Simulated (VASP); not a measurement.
Input:

```xyz
4
Lattice="4.2600 2.1300 2.1300 2.1300 4.2600 2.1300 2.1300 2.1300 4.2600" Properties=species:S:1:pos:R:3 pbc="T T T"
Co     0.0000     0.0000     0.0000
Co     4.2600     4.2600     4.2600
O      2.1300     2.1300     2.1300
O      6.3900     6.3900     6.3900
```
Starting moments (μB, in the order of the record's atoms Co Co O O): 3.0 -3.0 0.0 0.0.

All values below come from PBE GGA, VASP's PBE PAW potentials (set 64) (plane waves; VASP). Settings: 400 eV cut-off, 6×6×6 Γ-centred mesh, Fermi-Dirac smearing of 0.010 eV, potentials Co O.

At this cut-off the stress carries a Pulay error, which pulls relaxed volumes low.

**Question.** Give the stress tensor in GPa (positive for a compressed cell).

**Answer.** 
```
-8.29   1.35   1.35
 1.35  -8.29   1.35
 1.35   1.35  -8.29
```
The pressure is its mean diagonal, -8.29 GPa.

The structure is a typed CoO crystal (Fm-3m). The cell was not relaxed at this level. The k-mesh is coarse (spacing up to 0.41 per Å, 2π included), so the numbers may not be converged in it.
